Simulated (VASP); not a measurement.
Output of a VASP run:

OSZICAR:
```
       N       E                     dE             d eps       ncg     rms          rms(c)
DAV:   1     0.112359262643E+03    0.11236E+03   -0.14146E+04   878   0.163E+03
DAV:   2    -0.317428390512E+02   -0.14410E+03   -0.13894E+03  1115   0.344E+02
DAV:   3    -0.360066572120E+02   -0.42638E+01   -0.42607E+01  1108   0.576E+01
DAV:   4    -0.360298816025E+02   -0.23224E-01   -0.23222E-01  1122   0.458E+00
DAV:   5    -0.360300788340E+02   -0.19723E-03   -0.19722E-03  1108   0.384E-01    0.481E+01
DAV:   6    -0.303878522019E+02    0.56422E+01   -0.30083E+01   975   0.388E+01    0.430E+01
DAV:   7    -0.302897036613E+02    0.98149E-01   -0.77529E-01  1059   0.826E+00    0.290E+01
DAV:   8    -0.302652003315E+02    0.24503E-01   -0.23485E-01  1073   0.513E+00    0.602E+00
DAV:   9    -0.302536506775E+02    0.11550E-01   -0.45183E-02  1059   0.194E+00    0.169E+00
DAV:  10    -0.302537138319E+02   -0.63154E-04   -0.47163E-03  1128   0.544E-01    0.309E-01
DAV:  11    -0.302536823214E+02    0.31511E-04   -0.30594E-04  1052   0.148E-01    0.221E-01
DAV:  12    -0.302536935543E+02   -0.11233E-04   -0.54249E-05  1172   0.561E-02    0.568E-02
DAV:  13    -0.302536944803E+02   -0.92607E-06   -0.22539E-06  1103   0.119E-02    0.168E-02
DAV:  14    -0.302536946699E+02   -0.18960E-06   -0.65673E-07   996   0.622E-03    0.132E-03
DAV:  15    -0.302536946528E+02    0.17170E-07   -0.45185E-08   666   0.182E-03
   1 F= -.30050049E+02 E0= -.30050049E+02  d E =-.300500E+02
       N       E                     dE             d eps       ncg     rms          rms(c)
DAV:   1    -0.302665910032E+02   -0.12896E-01   -0.41239E-01   954   0.627E+00    0.199E+00
DAV:   2    -0.302529417713E+02    0.13649E-01   -0.61411E-02   919   0.190E+00    0.605E-01
DAV:   3    -0.302509006741E+02    0.20411E-02   -0.29070E-03  1047   0.489E-01    0.404E-01
DAV:   4    -0.302504341578E+02    0.46652E-03   -0.15898E-03  1101   0.342E-01    0.293E-01
DAV:   5    -0.302504340122E+02    0.14563E-06   -0.40401E-05  1010   0.539E-02    0.171E-01
DAV:   6    -0.302504374994E+02   -0.34872E-05   -0.12741E-05  1129   0.231E-02    0.226E-02
DAV:   7    -0.302504372364E+02    0.26299E-06   -0.13510E-06  1010   0.778E-03    0.803E-03
DAV:   8    -0.302504371952E+02    0.41199E-07   -0.14065E-07   694   0.340E-03
   2 F= -.30049278E+02 E0= -.30049278E+02  d E =0.771162E-03
       N       E                     dE             d eps       ncg     rms          rms(c)
DAV:   1    -0.302590983032E+02   -0.86611E-02   -0.14685E-01   961   0.373E+00    0.119E+00
DAV:   2    -0.302542343601E+02    0.48639E-02   -0.22091E-02   912   0.114E+00    0.362E-01
DAV:   3    -0.302535028334E+02    0.73153E-03   -0.10678E-03  1047   0.293E-01    0.243E-01
DAV:   4    -0.302533302041E+02    0.17263E-03   -0.58011E-04  1094   0.206E-01    0.174E-01
DAV:   5    -0.302533289134E+02    0.12908E-05   -0.12661E-05   982   0.307E-02    0.141E-01
DAV:   6    -0.302533238541E+02    0.50593E-05   -0.13779E-05  1129   0.225E-02    0.250E-02
DAV:   7    -0.302533235690E+02    0.28509E-06   -0.25894E-06  1031   0.111E-02    0.104E-02
DAV:   8    -0.302533236229E+02   -0.53929E-07   -0.64528E-08   512   0.223E-03
   3 F= -.30050682E+02 E0= -.30050682E+02  d E =-.632421E-03
```

**OUTCAR**
```
------------------------ aborting loop because EDIFF is reached ----------------------------------------
  FORCE on cell =-STRESS in cart. coord.  units (eV):
  Direction    XX          YY          ZZ          XY          YZ          ZX
  --------------------------------------------------------------------------------------
  Total        0.2050250      0.2050250      0.2050250     -0.0000000      0.0000000      0.0000000
  in kB       10.1175948     10.1175948     10.1175948     -0.0000000      0.0000000      0.0000000
  external PRESSURE =       0.1175948 kB  Pullay stress =      10.0000000 kB
  volume of cell :       32.47
      direct lattice vectors                 reciprocal lattice vectors
     0.000000000  2.532037034  2.532037034    -0.197469466  0.197469466  0.197469466
     2.532037034  0.000000000  2.532037034     0.197469466 -0.197469466  0.197469466
     2.532037034  2.532037034 -0.000000000     0.197469466  0.197469466 -0.197469466
 POSITION                                       TOTAL-FORCE (eV/Angst)
 -----------------------------------------------------------------------------------
      0.00000      0.00000      0.00000        -0.000000     -0.000000     -0.000000
      1.26602      1.26602      1.26602         0.000000      0.000000      0.000000
      3.79806      3.79806      3.79806        -0.000000     -0.000000      0.000000
 -----------------------------------------------------------------------------------
    total drift:                                0.000000     -0.000000      0.000000
  FREE ENERGIE OF THE ION-ELECTRON SYSTEM (eV)
  ---------------------------------------------------
  free  energy   TOTEN  =       -30.2533236229 eV

  energy  without entropy=      -30.2533236229  energy(sigma->0) =      -30.25332362
  enthalpy is  TOTEN    =       -30.0506815713 eV   P V=        0.2026420516

 reached required accuracy - stopping structural energy minimisation
```
(Selected blocks of OUTCAR.)

POSCAR:
```
HfO2
1
    0.0000000000     2.5362095691     2.5362095691
    2.5362095691     0.0000000000     2.5362095691
    2.5362095691     2.5362095691     0.0000000000
Hf O
1 2
Direct
  0.0000000000   0.0000000000   0.0000000000
  0.2500000000   0.2500000000   0.2500000000
  0.7500000000   0.7500000000   0.7500000000
```

Task: Reconstruct the remaining input files.

Result: One answer among several that fit: the input of the run itself, PBE GGA, plane waves, VASP's PBE PAW potentials (set 64).

File KPOINTS:
```
Automatic mesh
0
Gamma
8 8 8
0 0 0
```

### INCAR
```
# general
SYSTEM  = HfO2
PREC    = Accurate
ENCUT   = 600   # plane-wave cut-off (eV)
LREAL   = .FALSE.
LASPH   = .TRUE.   # aspherical one-centre terms

# electronic loop
EDIFF   = 1E-7
NELM    = 100
ALGO    = Normal   # blocked Davidson
LMAXMIX = 6   # l cut-off of mixed one-centre charges

# smearing
ISMEAR  = 0
SIGMA   = 0.05

# functional
GGA     = PE   # PBE

# ions
IBRION  = 2
NSW     = 40   # most ionic steps
ISIF    = 3   # ions, shape and volume
EDIFFG  = -0.01   # ionic stop
PSTRESS = 10

# output
LWAVE   = .FALSE.
LCHARG  = .FALSE.
```

POTCAR, in this order: Hf_pv O (PBE.64 set). Program: vasp_std.

The compound is HfO2 in the fluorite structure, the high-temperature cubic form, which is unstable at 0 K; the monoclinic form is the stable one. This run relaxes it under an external pressure of 1 GPa. Symmetry was kept, so distortions that lower it aren't found.
